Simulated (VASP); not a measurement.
# CBrCl₂F: harmonic vibrations of a molecule

CBrCl₂F, molecule in box, 5 atoms in the cell. PBE, harmonic vibrations; PAW potentials F, C, Cl, Br (PBE set).

## Input

INCAR.step1:
```
SYSTEM = CBrCl2F
ALGO     = Normal         ! electronic algorithm
EDIFF    = 1E-8           ! SCF threshold, eV
EDIFFG   = -0.002         ! ionic threshold
ENCUT    = 400            ! plane-wave cutoff, eV
IBRION   = 2              ! ionic algorithm
ISIF     = 2              ! what is computed and relaxed
ISMEAR   = 0              ! smearing method
ISYM     = 0            
LASPH    = .True.         ! aspherical terms in the spheres
LCHARG   = .False.        ! write CHGCAR
LREAL    = .False.        ! projectors in reciprocal space
LWAVE    = .False.        ! write WAVECAR
NELM     = 100            ! most SCF steps
NSW      = 60             ! ionic steps
POTIM    = 0.5            ! step
PREC     = Accurate       ! precision mode
SIGMA    = 0.01           ! smearing width, eV
```

INCAR.step2, as INCAR.step1 but for:
```
- EDIFFG = -0.002
- IBRION = 2
- ISIF = 2
- NSW = 60
- POTIM = 0.5
+ IBRION = 5
+ NFREE = 2
+ NSW = 1
+ POTIM = 0.015
```

KPOINTS:
```
k-points
0
Gamma
  1 1 1
```

POSCAR.step1:
```
CBrCl2F
1.0
   12.0000000000      0.0000000000      0.0000000000
    0.0000000000     12.0000000000      0.0000000000
    0.0000000000      0.0000000000     12.0000000000
F C Cl Br
1 1 2 1
Direct
    0.5007041700      0.4873916700      0.5871125000
    0.5122208300      0.4781083300      0.4771125000
    0.6174541700      0.3803416700      0.4491125000
    0.3847125000      0.4343250000      0.4201875000
    0.5531541700      0.6231583300      0.4185541700
```

Commands (each step's output is kept before the next begins):
```
cat potpaw_PBE.64/F/POTCAR potpaw_PBE.64/C/POTCAR potpaw_PBE.64/Cl/POTCAR potpaw_PBE.64/Br/POTCAR > POTCAR
cp INCAR.step1 INCAR
cp POSCAR.step1 POSCAR
mpirun -np 4 vasp_gam > vasp.out
cp CONTCAR POSCAR
cp INCAR.step2 INCAR
mpirun -np 4 vasp_gam > vasp.out
```

## Result

- Vibrations (cm⁻¹; a negative value is imaginary): 1008, 774, 723, 484, 373, 320, 286, 205, 191
- Zero-point energy (eV): 0.271
- Translations and rotations, which should read zero (cm⁻¹): -8, -5, -4, 1, 4, 7
- Vibrational entropy at 298 K (meV/K): 0.411
- Displaced cells: 30
- Ionic steps, all stages: 41
- Electronic steps, all stages: 806

VASP 6.6.1 took 2145 s on 4 cores (AMD EPYC 7571), a shared host.
